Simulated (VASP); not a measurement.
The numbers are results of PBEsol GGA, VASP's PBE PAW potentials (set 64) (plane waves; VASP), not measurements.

VASP ran on this input.

**INCAR**
```
SYSTEM = Ba3CaO4
PREC = Accurate
ENCUT = 520
EDIFF = 1E-7
NELM = 100
ALGO = Normal
LREAL = .FALSE.
LASPH = .TRUE.
ISMEAR = -5
GGA = PS
LMAXMIX = 4
LWAVE = .FALSE.
LCHARG = .TRUE.
LORBIT = 11
NEDOS = 601
ISIF = 2
LEFG = .TRUE.
```

KPOINTS:
```
Automatic mesh
0
Gamma
8 8 2
0 0 0
```

### POSCAR
```
Ba3CaO4
1
    0.0000000000     2.6687465044     2.6687465044
    2.6687465044     0.0000000000     2.6687465044
   10.7390641007    10.7390641007    -0.0640780830
Ca O Ba
1 4 3
Direct
  0.0000000000   1.0000000000   0.0000000000
  0.5280088249   0.5280088249   0.1039933813
  0.5098529181   0.5098529181   0.3676103114
  0.4901470819   0.4901470819   0.6323896886
  0.4719911751   0.4719911751   0.8960066187
  0.0194141578   0.0194141578   0.2354393816
  0.0000000000   1.0000000000   0.5000000000
  0.9805858422   0.9805858422   0.7645606184
```

POTCAR, in this order: Ca_sv O Ba_sv (PBE.64 set). Program: vasp_std.

Unless said otherwise, spin-orbit coupling is left out, though it shifts the bands of the heavy elements here.

Task: Estimate the energy per atom (σ→0), band gap (on the k-mesh).

Result: 
```
Item                               Value
------------------------  --------------
energy per atom (σ→0)     -6.251 eV/atom
band gap (on the k-mesh)         2.03 eV
```

File OSZICAR:
```
...
DAV:  10    -0.500112789143E+02   -0.30755E-02   -0.94758E-03  1994   0.507E-01    0.186E-01
DAV:  11    -0.500111649758E+02    0.11394E-03   -0.48020E-03  1824   0.277E-01    0.275E-02
DAV:  12    -0.500111742619E+02   -0.92861E-05   -0.31026E-04  2114   0.814E-02    0.175E-02
DAV:  13    -0.500111788050E+02   -0.45431E-05   -0.22947E-05  2120   0.242E-02    0.814E-03
DAV:  14    -0.500111794967E+02   -0.69173E-06   -0.20049E-05  1936   0.196E-02    0.585E-03
DAV:  15    -0.500111791243E+02    0.37240E-06   -0.22518E-06  1850   0.715E-03    0.288E-03
DAV:  16    -0.500111790699E+02    0.54358E-07   -0.63054E-07  1672   0.389E-03
   1 F= -.50011179E+02 E0= -.50011179E+02  d E =0.000000E+00
```

The structure was generated: Ba3CaO4 was put into an ordered model structure (R-3m), which need not be its known phase. It was relaxed first.
